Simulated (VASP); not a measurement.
Computed with r2SCAN+rVV10, VASP's PBE PAW potentials (set 64) (plane waves; VASP 6.6.1).

VASP input:

**POSCAR**
```
LiF
1.0
  0.0000000000   2.0150000000   2.0150000000
  2.0150000000   0.0000000000   2.0150000000
  2.0150000000   2.0150000000   0.0000000000
Li F
1 1
Cartesian
  0.0000000000   0.0000000000   0.0000000000
  2.0150000000   2.0150000000   2.0150000000
```

### INCAR
```
# general
SYSTEM    =  LiF
PREC      =  Accurate
ENCUT     =  520
LREAL     =  .FALSE.
LASPH     =  .TRUE.

# electronic loop
EDIFF     =  1E-6
NELM      =  100
ALGO      =  Normal
LMIXTAU   =  .TRUE.

# smearing
ISMEAR    =  0
SIGMA     =  0.05

# functional
METAGGA   =  R2SCAN
LUSE_VDW  =  .TRUE.
BPARAM    =  11.95
CPARAM    =  0.0093

# ions
IBRION    =  2
NSW       =  60
ISIF      =  3
EDIFFG    =  -0.01

# output
LWAVE     =  .FALSE.
LCHARG    =  .FALSE.
```

KPOINTS:
```
Regular mesh
0
G
  10 10 10
0 0 0
```

POTCAR, in this order: Li_sv F (PBE.64 set). Program: vasp_std.

Output

**OSZICAR**
```
       N       E                     dE             d eps       ncg     rms          rms(c)
DAV:   1     0.283513155220E+02    0.28351E+02   -0.57448E+03   871   0.115E+03
DAV:   2    -0.136064298578E+02   -0.41958E+02   -0.41370E+02   914   0.217E+02
DAV:   3    -0.146292418946E+02   -0.10228E+01   -0.10209E+01  1135   0.324E+01
DAV:   4    -0.146392566437E+02   -0.10015E-01   -0.10008E-01  1136   0.322E+00
DAV:   5    -0.146393079125E+02   -0.51269E-04   -0.51268E-04  1174   0.137E-01    0.382E+00
DAV:   6    -0.115515304802E+02    0.30878E+01   -0.47628E-01  1133   0.698E+00    0.183E+00
DAV:   7    -0.126106739055E+02   -0.10591E+01   -0.30168E+00   955   0.153E+01    0.282E+00
DAV:   8    -0.116602137383E+02    0.95046E+00   -0.39535E-01   870   0.626E+00    0.139E+00
DAV:   9    -0.114124551173E+02    0.24776E+00   -0.54983E-01   852   0.752E+00    0.111E+00
DAV:  10    -0.115658999013E+02   -0.15344E+00   -0.24639E-01   846   0.555E+00    0.715E-02
DAV:  11    -0.115706608929E+02   -0.47610E-02   -0.33148E-03   848   0.898E-01    0.903E-02
DAV:  12    -0.115707561616E+02   -0.95269E-04   -0.37485E-03   856   0.698E-01    0.968E-02
DAV:  13    -0.115711176682E+02   -0.36151E-03   -0.13618E-03   847   0.450E-01    0.159E-02
DAV:  14    -0.115713597267E+02   -0.24206E-03   -0.81131E-05   856   0.140E-01    0.329E-03
DAV:  15    -0.115713630804E+02   -0.33537E-05   -0.20928E-06  1187   0.194E-02    0.238E-03
DAV:  16    -0.115713660774E+02   -0.29970E-05   -0.13564E-07   606   0.559E-03    0.163E-03
DAV:  17    -0.115713661824E+02   -0.10509E-06   -0.22763E-07   541   0.588E-03
   1 F= -.11571366E+02 E0= -.11571366E+02  d E =-.115714E+02
       N       E                     dE             d eps       ncg     rms          rms(c)
DAV:   1    -0.116577891133E+02   -0.86423E-01   -0.15672E+00   853   0.135E+01    0.224E+00
DAV:   2    -0.115802849025E+02    0.77504E-01   -0.36282E-01   867   0.525E+00    0.479E-01
DAV:   3    -0.115811219064E+02   -0.83700E-03   -0.61498E-03   855   0.112E+00    0.235E-01
DAV:   4    -0.115751865273E+02    0.59354E-02   -0.32153E-03   846   0.825E-01    0.535E-02
DAV:   5    -0.115804048216E+02   -0.52183E-02   -0.16463E-03   854   0.593E-01    0.583E-03
DAV:   6    -0.115803634271E+02    0.41394E-04   -0.95895E-05   887   0.150E-01    0.730E-03
DAV:   7    -0.115804124542E+02   -0.49027E-04   -0.15168E-05   862   0.479E-02    0.248E-03
DAV:   8    -0.115804014180E+02    0.11036E-04   -0.22839E-06  1155   0.213E-02    0.124E-03
DAV:   9    -0.115804102263E+02   -0.88083E-05   -0.56934E-07   853   0.118E-02    0.349E-04
DAV:  10    -0.115804088866E+02    0.13397E-05   -0.30925E-08   425   0.248E-03    0.237E-04
DAV:  11    -0.115804091964E+02   -0.30986E-06   -0.10431E-08   423   0.157E-03
   2 F= -.11580409E+02 E0= -.11580409E+02  d E =-.904301E-02
       N       E                     dE             d eps       ncg     rms          rms(c)
DAV:   1    -0.116001523778E+02   -0.19743E-01   -0.36867E-01   854   0.653E+00    0.108E+00
DAV:   2    -0.115823085839E+02    0.17844E-01   -0.85988E-02   869   0.255E+00    0.234E-01
DAV:   3    -0.115822841191E+02    0.24465E-04   -0.15588E-03   995   0.562E-01    0.112E-01
DAV:   4    -0.115810531838E+02    0.12309E-02   -0.60193E-04   846   0.369E-01    0.255E-02
DAV:   5    -0.115820486932E+02   -0.99551E-03   -0.30611E-04   856   0.257E-01    0.405E-03
DAV:   6    -0.115820167338E+02    0.31959E-04   -0.24601E-05   874   0.715E-02    0.307E-03
DAV:   7    -0.115820332742E+02   -0.16540E-04   -0.20727E-06   883   0.189E-02    0.112E-03
DAV:   8    -0.115820279600E+02    0.53141E-05   -0.45950E-07  1128   0.104E-02    0.516E-04
DAV:   9    -0.115820332365E+02   -0.52765E-05   -0.19024E-07   826   0.678E-03    0.140E-04
DAV:  10    -0.115820326827E+02    0.55380E-06   -0.74740E-09   423   0.125E-03
   3 F= -.11582033E+02 E0= -.11582033E+02  d E =-.106665E-01
       N       E                     dE             d eps       ncg     rms          rms(c)
DAV:   1    -0.115841674365E+02   -0.21342E-02   -0.41318E-02   854   0.219E+00    0.362E-01
DAV:   2    -0.115821504010E+02    0.20170E-02   -0.94818E-03   868   0.848E-01    0.784E-02
DAV:   3    -0.115822248356E+02   -0.74435E-04   -0.17423E-04   943   0.189E-01    0.374E-02
DAV:   4    -0.115819814889E+02    0.24335E-03   -0.73507E-05   846   0.128E-01    0.897E-03
DAV:   5    -0.115821707690E+02   -0.18928E-03   -0.37116E-05   847   0.889E-02    0.139E-03
DAV:   6    -0.115821536326E+02    0.17136E-04   -0.23087E-06   872   0.234E-02    0.890E-04
DAV:   7    -0.115821595625E+02   -0.59299E-05   -0.26370E-07   839   0.713E-03    0.359E-04
DAV:   8    -0.115821575201E+02    0.20425E-05   -0.63112E-08   435   0.397E-03    0.149E-04
DAV:   9    -0.115821588551E+02   -0.13350E-05   -0.20352E-08   423   0.201E-03    0.381E-05
DAV:  10    -0.115821587106E+02    0.14449E-06   -0.14509E-09   423   0.415E-04
   4 F= -.11582159E+02 E0= -.11582159E+02  d E =-.107925E-01
```

### OUTCAR
```
------------------------ aborting loop because EDIFF is reached ----------------------------------------
  FORCE on cell =-STRESS in cart. coord.  units (eV):
  Direction    XX          YY          ZZ          XY          YZ          ZX
  --------------------------------------------------------------------------------------
  Total       -0.0019712     -0.0019712     -0.0019712      0.0000000      0.0000000     -0.0000000
  in kB       -0.2027236     -0.2027236     -0.2027236      0.0000000      0.0000000     -0.0000000
  external PRESSURE =      -0.2027236 kB  Pullay stress =       0.0000000 kB
  volume of cell :       15.58
      direct lattice vectors                 reciprocal lattice vectors
     0.000000000  1.982314383  1.982314383    -0.252230425  0.252230425  0.252230425
     1.982314383  0.000000000  1.982314383     0.252230425 -0.252230425  0.252230425
     1.982314383  1.982314383 -0.000000000     0.252230425  0.252230425 -0.252230425
  FREE ENERGIE OF THE ION-ELECTRON SYSTEM (eV)
  ---------------------------------------------------
  free  energy   TOTEN  =       -11.5821587106 eV

  energy  without entropy=      -11.5821587106  energy(sigma->0) =      -11.58215871

 reached required accuracy - stopping structural energy minimisation
```
(Selected blocks of OUTCAR.)

CONTCAR:
```
LiF
   1.00000000000000
     0.0000000000000000    1.9823143828918175    1.9823143828918175
     1.9823143828918175    0.0000000000000000    1.9823143828918175
     1.9823143828918175    1.9823143828918175   -0.0000000000000000
  Li              F
     1     1
Direct
     1.0000000000000000    1.0000000000000000    0.0000000000000000
     0.5000000000000000    0.5000000000000000    0.5000000000000000
```

Energy and stress use the plane-wave basis of the starting cell.

The compound is LiF in the rock salt structure. This run relaxes it. Symmetry was kept, so distortions that lower it aren't found.
